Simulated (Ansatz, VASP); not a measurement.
TeP2: VASP beside Ansatz

```
Te P
1.0
     0.00000    3.26764    3.26764
     3.26764    0.00000    3.26764
     3.26764    3.26764    0.00000
Te P
1 2
Direct
  0.00000 0.00000 0.00000
  0.25000 0.25000 0.25000
  0.75000 0.75000 0.75000
```

Change from the starting cell: species swapped into the CeO2 type (Fm-3m, No. 225).

Alike in both runs: functional PBE; k mesh 6 × 6 × 6; occupations gaussian, width 0.1 eV; no spin polarisation.

Ansatz relaxed the structure, and its values are those at the end. VASP's run is a single point on that final structure, the one shown.

```csv
,VASP,Ansatz
version,VASP 6.6.1,Ansatz 0.2.0
potentials or method,"VASP PAW PBE potentials, release 64 (Te, P)","scalar-relativistic, plane waves, PAW"
plane-wave cutoff (eV),520,420
valence electrons in the cell,16,26
```

|  | VASP | Ansatz | Ansatz less VASP |
| --- | --- | --- | --- |
| gap on the k mesh at the Fermi level (eV) | none | none | - |
| pressure (GPa) | 0.2 | 0.3 | +0.07 |

A gap of «none» marks a metal or a gap that the smearing closes. With one functional, cell and mesh, what is left measures potentials, basis and numerics. The two sets of potentials don't hold the same shells in valence.

The runs have no spin-orbit coupling, so splittings on Te are missing.
